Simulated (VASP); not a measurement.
Data:

```
MoS2
1.0
    1.61129    -2.79083     0.00000
    1.61129     2.79083     0.00000
    0.00000     0.00000    14.73499
Mo S
2 4
Direct
  0.33333   0.66667   0.25000
  0.66667   0.33333   0.75000
  0.33333   0.66667   0.85707
  0.66667   0.33333   0.35707
  0.66667   0.33333   0.14293
  0.33333   0.66667   0.64293
```

These are PW91 GGA, VASP's PBE PAW potentials (set 64) (plane waves; VASP) values and carry that method's errors. Numerical set-up: 520 eV cut-off, 8×8×2 Γ-centred mesh, Gaussian smearing of 0.050 eV, potentials Mo_sv S.

Without a dispersion term in the relaxation, distances and binding between the weakly bound layers, chains or molecules are unreliable, and so is what depends on them.

The ions and cell shape at fixed volume are relaxed. What does this cell relax into?

```
MoS2
1.0
    1.59555    -2.76357     0.00000
    1.59555     2.76357     0.00000
    0.00000     0.00000    15.02713
Mo S
2 4
Direct
  0.33333   0.66667   0.25000
  0.66667   0.33333   0.75000
  0.33333   0.66667   0.85397
  0.66667   0.33333   0.35397
  0.66667   0.33333   0.14603
  0.33333   0.66667   0.64603
```
Space group P6_3/mmc (194), at a tolerance of 0.03 Å.

How much energy does the relaxation gain?

The energy (σ→0) changes by -6.9 meV/atom, in 8 ionic steps.

```csv
step,E(σ→0) (eV),max force (eV/Å),pressure (GPa),volume (Å³)
1,-43.6663,0.454,-3.32,132.52
2,-43.6880,0.051,-1.71,132.52
3,-43.6882,0.018,-1.57,132.52
4,-43.7017,0.003,-0.85,132.52
5,-43.7076,0.018,0.06,132.52
6,-43.7076,0.017,0.03,132.52
7,-43.7076,0.015,-0.09,132.52
8,-43.7076,0.000,-0.04,132.52
```

The compound is MoS2 in the 2H layered structure. This cell is one point of a volume scan, at 1.03 of the reference volume. Symmetry was kept, so distortions that lower it aren't found.
